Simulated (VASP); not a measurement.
Y (relaxed from the bcc structure, space group Im-3m): computed properties

All values below come from PBEsol GGA, VASP's PBE PAW potentials (set 64) (plane waves; VASP 6.6.1).

| Property | Result |
|---|---|
| space group | Im-3m (229) |
| cell | a = 3.9690 Å, b = 3.9690 Å, c = 3.9690 Å, α = 90.00°, β = 90.00°, γ = 90.00° |
| volume per atom | 31.26 Å^3/atom |
| band gap (over mesh and band path) | none (metal, semimetal or under 0.01 eV) |
| density | 4.72 g/cm³ |

```cif
data_Y
_chemical_formula_sum 'Y1'
_space_group_name_H-M_alt 'P 1'
_space_group_IT_number 1
_cell_length_a 3.43722
_cell_length_b 3.43722
_cell_length_c 3.43722
_cell_angle_alpha 109.471
_cell_angle_beta 109.471
_cell_angle_gamma 109.471
loop_
_space_group_symop_operation_xyz
  'x, y, z'
loop_
_atom_site_label
_atom_site_type_symbol
_atom_site_fract_x
_atom_site_fract_y
_atom_site_fract_z
_atom_site_occupancy
Y1 Y 0.00000 0.00000 0.00000 1
```

The structure was generated: Y was put into the bcc type (Im-3m), which need not be its known phase. It was relaxed first, which changed the volume by -5 %. Symmetry was kept, so distortions that lower it aren't found.
